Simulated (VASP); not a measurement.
# PtF2 (F-43m) in VASP: single point with PBE

Aim: the single point of PtF2 with PBE.

Program: VASP 6.6.1. These are calculated values, not measurements. Logs are shortened: lines on timing, memory, paths and dates and some standing lists are left out, and cuts for length are marked.

## 1. The cell of the first run

It takes space group F-43m (No. 216, cubic). Conventional cell: a = 5.777 Å, b = 5.777 Å, c = 5.777 Å, α = 90.00°, β = 90.00°, γ = 90.00°. Around Pt (site symmetry -43m) lie 4 F at 2.50 Å. F (site symmetry -43m) has 4 F at 2.50 Å as nearest neighbours. F (site symmetry -43m) is surrounded by 4 Pt at 2.50 Å and 4 F at 2.50 Å.

The cell was built by a generator and needn't be a form met in nature.

## 2. Single point, PBE (random cell by space group and Wyckoff sites (F-43m, No. 216))

File INCAR:

```
PREC     = Accurate       # precision mode
ENCUT    = 520            # plane-wave cutoff, eV
EDIFF    = 1E-6           # SCF threshold, eV
ISMEAR   = 0              # smearing method
SIGMA    = 0.1            # smearing width, eV
LREAL    = False          # projectors in reciprocal space
LASPH    = True           # aspherical terms in the spheres
NELM     = 100            # most SCF steps
ALGO     = Fast           # electronic algorithm
ISIF     = 2              # what is computed and relaxed
LWAVE    = False          # write WAVECAR
LCHARG   = False          # write CHGCAR
GGA      = PE             # functional
NBANDS   = 19             # bands
```

File KPOINTS:

```
Automatic mesh
0
Gamma
  6 6 6
```

File POSCAR:

```
PtF2
1.0
    0.0000000000      2.8883647900      2.8883647900
    2.8883647900      0.0000000000      2.8883647900
    2.8883647900      2.8883647900      0.0000000000
Pt F
1 2
Direct
    0.7500000000      0.7500000000      0.7500000000
    0.2500000000      0.2500000000      0.2500000000
    0.5000000000      0.5000000000      0.5000000000
```

Potentials or basis: VASP PAW PBE potentials, release 64 (Pt, F).

Run with:

```
> cat potpaw_PBE.64/Pt/POTCAR potpaw_PBE.64/F/POTCAR > POTCAR
> mpirun -np 1 vasp_std > vasp.out
```

OUTCAR:

```text
PREC = Accurate
   ENCUT = 520
   EDIFF = 1E-6
   ISMEAR = 0
   LREAL = False
   LASPH = True
   NELM = 100
   ISIF = 2
   GGA = PE

 ion  position               nearest neighbor table
   1  0.750  0.750  0.750-   3 2.50   3 2.50   3 2.50   3 2.50
   2  0.250  0.250  0.250-
   3  0.500  0.500  0.500-   1 2.50   1 2.50   1 2.50   1 2.50

  LATTYP: Found a face centered cubic cell.
 ALAT       =     5.7767295800

  Lattice vectors:

 A1 = (   0.0000000000,   2.8883647900,   2.8883647900)
 A2 = (   2.8883647900,   0.0000000000,   2.8883647900)
 A3 = (   2.8883647900,   2.8883647900,   0.0000000000)

Analysis of symmetry for initial positions (statically):
=====================================================================
 Subroutine PRICEL returns:
 Original cell was already a primitive cell.

 Routine SETGRP: Setting up the symmetry group for a
 face centered cubic supercell.

 Subroutine GETGRP returns: Found 24 space group operations
 (whereof 24 operations were pure point group operations)
 out of a pool of 48 trial point group operations.

The static configuration has the point symmetry T_d .

Analysis of symmetry for dynamics (positions and initial velocities):
=====================================================================
 Subroutine PRICEL returns:
 Original cell was already a primitive cell.

 Routine SETGRP: Setting up the symmetry group for a
 face centered cubic supercell.

 Subroutine GETGRP returns: Found 24 space group operations
 (whereof 24 operations were pure point group operations)
 out of a pool of 48 trial point group operations.

The dynamic configuration has the point symmetry T_d .

 Subroutine INISYM returns: Found 24 space group operations
 (whereof 24 operations are pure point group operations),
 and found     1 'primitive' translations

----------------------------------------------------------------------------------------

                                     Primitive cell

  volume of cell :      48.1932

  direct lattice vectors                    reciprocal lattice vectors
     0.000000000  2.888364790  2.888364790    -0.173108328  0.173108328  0.173108328
     2.888364790  0.000000000  2.888364790     0.173108328 -0.173108328  0.173108328
     2.888364790  2.888364790  0.000000000     0.173108328  0.173108328 -0.173108328

  length of vectors
     4.084764659  4.084764659  4.084764659     0.299832420  0.299832420  0.299832420

  position of ions in fractional coordinates (direct lattice)
     0.750000000  0.750000000  0.750000000
     0.250000000  0.250000000  0.250000000
     0.500000000  0.500000000  0.500000000

  ion indices of the primitive-cell ions
   primitive index   ion index
                 1           1
                 2           2
                 3           3

----------------------------------------------------------------------------------------

 KPOINTS: Automatic mesh

Automatic generation of k-mesh.
 Grid dimensions read from file:
 generate k-points for:    6    6    6

 Generating k-lattice:

  Cartesian coordinates                     Fractional coordinates (reciprocal lattice)
    -0.028851388  0.028851388  0.028851388     0.166666667  0.000000000  0.000000000
     0.028851388 -0.028851388  0.028851388     0.000000000  0.166666667  0.000000000
     0.028851388  0.028851388 -0.028851388     0.000000000  0.000000000  0.166666667

  Length of vectors
     0.049972070  0.049972070  0.049972070

  Shift w.r.t. Gamma in fractional coordinates (k-lattice)
     0.000000000  0.000000000  0.000000000

 Subroutine IBZKPT returns following result:
 ===========================================

 Found     16 irreducible k-points:

 Following reciprocal coordinates:
            Coordinates               Weight
  0.000000  0.000000  0.000000      1.000000
  0.166667  0.000000  0.000000      8.000000
  0.333333  0.000000  0.000000      8.000000
  0.500000  0.000000  0.000000      4.000000
  0.166667  0.166667  0.000000      6.000000
  0.333333  0.166667  0.000000     24.000000
[... 8 lines left out ...]
 -0.333333  0.333333  0.166667     24.000000
 -0.333333  0.500000  0.166667     12.000000
   k-points           NKPTS =     16   k-points in BZ     NKDIM =     16   number of bands    NBANDS=     19
   number of dos      NEDOS =    301   number of ions     NIONS =      3
   total plane-waves  NPLWV =  27000
   dimension x,y,z NGX =    30 NGY =   30 NGZ =   30
   dimension x,y,z NGXF=    60 NGYF=   60 NGZF=   60
   ions per type =               1   2
   NGX,Y,Z   is equivalent  to a cutoff of  12.21, 12.21, 12.21 a.u.
   NGXF,Y,Z  is equivalent  to a cutoff of  24.42, 24.42, 24.42 a.u.
 SYSTEM =  unknown system
   PREC   = accura    normal or accurate (medium, high low for compatibility)
   ISTART =      0    job   : 0-new  1-cont  2-samecut
   ICHARG =      2    charge: 1-file 2-atom 10-const
   ISPIN  =      1    spin polarized calculation?
   LNONCOLLINEAR =      F non collinear calculations
   LSORBIT =      F    spin-orbit coupling
   LASPH  =      T    aspherical Exc in radial PAW
   ENCUT  =  520.0 eV  38.22 Ry    6.18 a.u.   7.59  7.59  7.59*2*pi/ulx,y,z
   NELM   =    100;   NELMIN=  2; NELMDL= -5     # of ELM steps
   EDIFF  = 0.1E-05   stopping-criterion for ELM
   LREAL  =      F    real-space projection
   EDIFFG = 0.1E-04   stopping-criterion for IOM
   NSW    =      0    number of steps for IOM
   IBRION =     -1    ionic relax: 0-MD 1-quasi-New 2-CG
   NFREE  =      0    steps in history (QN), initial steepest desc. (CG)
   ISIF   =      2    stress and relaxation
   ISYM   =      2    0-nonsym 1-usesym 2-fastsym
   POTIM  = 0.5000    time-step for ionic-motion
   TEBEG  =    0.0;   TEEND  =   0.0 temperature during run
   PSTRESS=    0.0 pullay stress
   NELECT =      24.0000    total number of electrons
   NUPDOWN=      -1.0000    fix difference up-down
   EMIN   =  10.00;   EMAX   =-10.00  energy-range for DOS
   EFERMI =   0.00;   METHOD = LEGACY
   ISMEAR =     0;   SIGMA  =   0.10  broadening in eV -4-tet -1-fermi 0-gaus
   EFERMI_NEDOS =   21; number of points for ismear=-14 and -15
   IALGO  =     68    algorithm
   IMIX   =      4    mixing-type and parameters
     AMIX     =   0.40;   BMIX     =  1.00
     AMIX_MAG =   1.60;   BMIX_MAG =  1.00
  volume/ion in A,a.u.               =      16.06       108.41
  Fermi-wavevector in a.u.,A,eV,Ry     =   1.297627  2.452159 22.909977  1.683836
  Thomas-Fermi vector in A             =   2.429007
   LORBIT       =      0    0 simple, 1 ext, 2 COOP (PROOUT), +10 PAW based schemes
   GGA     = PE    functional components
   LHFCALC =     F    Hartree Fock is set to
   AEXX    =    0.0000 exact exchange contribution
   IVDW    =     0    specifies the selected vdW correction
   LEPSILON=     F    determine dielectric tensor
   LRPA    =     F    only Hartree local field effects (RPA)
 non-spin polarized calculation
 RMM-DIIS sequential band-by-band and
 Gauss-broadening in eV      SIGMA  =   0.10
  energy-cutoff  :      520.00
  volume of cell :       48.19
 maximum number of plane-waves:      1313
   NGX = 15   NGY = 15   NGZ = 15

 number of electron      23.9999978 magnetization

 Free energy of the ion-electron system (eV)
  ---------------------------------------------------
  ext. energy  EPLUGINS =         0.00000000
  ---------------------------------------------------
  free energy    TOTEN  =        -8.52153757 eV

  energy without entropy =       -8.43197327  energy(sigma->0) =       -8.47675542

 E-fermi :   0.7958     XC(G=0):  -9.8162

 val. band max:        0.7860329738   @ k =   0.5000   0.1667   0.0000
 cond. band min:       0.7966612207   @ k =  -0.3333   0.1667   0.0000
 fundamental gap:      0.0106282469
 Fermi energy:         0.7958121652

 k-point     1 :       0.0000    0.0000    0.0000
  band No.  band energies     occupation
      1     -21.0179      2.00000
      2     -19.3206      2.00000
      3      -3.0993      2.00000
      4      -3.0993      2.00000
      5      -3.0993      2.00000
      6      -0.9428      2.00000
[... 11 lines left out ...]
     18      16.6330      0.00000
     19      17.8462      0.00000

 k-point     2 :       0.1667    0.0000    0.0000
  band No.  band energies     occupation
      1     -20.9810      2.00000
      2     -19.3534      2.00000
      3      -3.1861      2.00000
      4      -3.1113      2.00000
      5      -3.1113      2.00000
      6      -1.1058      2.00000
[... 11 lines left out ...]
     18      16.5516      0.00000
     19      18.0801      0.00000

 k-point     3 :       0.3333    0.0000    0.0000
  band No.  band energies     occupation
      1     -20.9037      2.00000
      2     -19.4210      2.00000
      3      -3.4030      2.00000
      4      -3.1651      2.00000
      5      -3.1651      2.00000
      6      -1.1872      2.00000
[... 11 lines left out ...]
     18      16.3391      0.00000
     19      18.5341      0.00000

 k-point     4 :       0.5000    0.0000    0.0000
  band No.  band energies     occupation
      1     -20.8627      2.00000
      2     -19.4567      2.00000
      3      -3.5091      2.00000
      4      -3.2045      2.00000
      5      -3.2045      2.00000
      6      -1.1591      2.00000
[... 231 lines left out ...]
     18      17.2055      0.00000
     19      18.4064      0.00000

 k-point    15 :      -0.3333    0.3333    0.1667
  band No.  band energies     occupation
      1     -20.8230      2.00000
      2     -19.4961      2.00000
      3      -3.5831      2.00000
      4      -3.1308      2.00000
      5      -2.8175      2.00000
      6      -1.2169      2.00000
[... 11 lines left out ...]
     18      17.7066      0.00000
     19      18.4002      0.00000

 k-point    16 :      -0.3333    0.5000    0.1667
  band No.  band energies     occupation
      1     -20.8092      2.00000
      2     -19.5107      2.00000
      3      -3.4906      2.00000
      4      -3.0936      2.00000
      5      -2.7947      2.00000
      6      -1.2901      2.00000
[... 11 lines left out ...]
     18      17.3258      0.00000
     19      17.8967      0.00000

------------------------ aborting loop because EDIFF is reached ----------------------------------------

  FORCE on cell =-STRESS in cart. coord.  units (eV):
  Direction    XX          YY          ZZ          XY          YZ          ZX
  --------------------------------------------------------------------------------------
  -------------------------------------------------------------------------------------
  Total       -3.2115024     -3.2115024     -3.2115024      0.0000000     -0.0000000      0.0000000
  in kB     -106.7659349   -106.7659349   -106.7659349      0.0000000     -0.0000000      0.0000000
  external PRESSURE =    -106.7659349 kB  Pullay stress =       0.0000000 kB

 VOLUME and BASIS-vectors are now :
 -----------------------------------------------------------------------------
  energy-cutoff  :      520.00
  volume of cell :       48.19
      direct lattice vectors                 reciprocal lattice vectors
     0.000000000  2.888364790  2.888364790    -0.173108328  0.173108328  0.173108328
     2.888364790  0.000000000  2.888364790     0.173108328 -0.173108328  0.173108328
     2.888364790  2.888364790  0.000000000     0.173108328  0.173108328 -0.173108328

 POSITION                                       TOTAL-FORCE (eV/Angst)
 -----------------------------------------------------------------------------------
      4.33255      4.33255      4.33255         0.000000      0.000000      0.000000
      1.44418      1.44418      1.44418        -0.000000     -0.000000     -0.000000
      2.88836      2.88836      2.88836        -0.000000     -0.000000     -0.000000
 -----------------------------------------------------------------------------------
    total drift:                                0.000000      0.000000      0.000000

  FREE ENERGIE OF THE ION-ELECTRON SYSTEM (eV)
  ---------------------------------------------------
  free  energy   TOTEN  =        -8.5215375734 eV

  energy  without entropy=       -8.4319732719  energy(sigma->0) =       -8.47675542
```

Run time: 31 s. Hardware: 1 thread of Intel Xeon Platinum 8375C at 2.90GHz (Ice Lake), shared host; peak memory 0.16 GiB.

Results:

```
Free energy            : -8.5215 eV
Pressure               : -10.7 GPa
Band gap on the k mesh : none (metal or under the smearing width)
```

The run has no spin-orbit coupling, so splittings on Pt are missing.
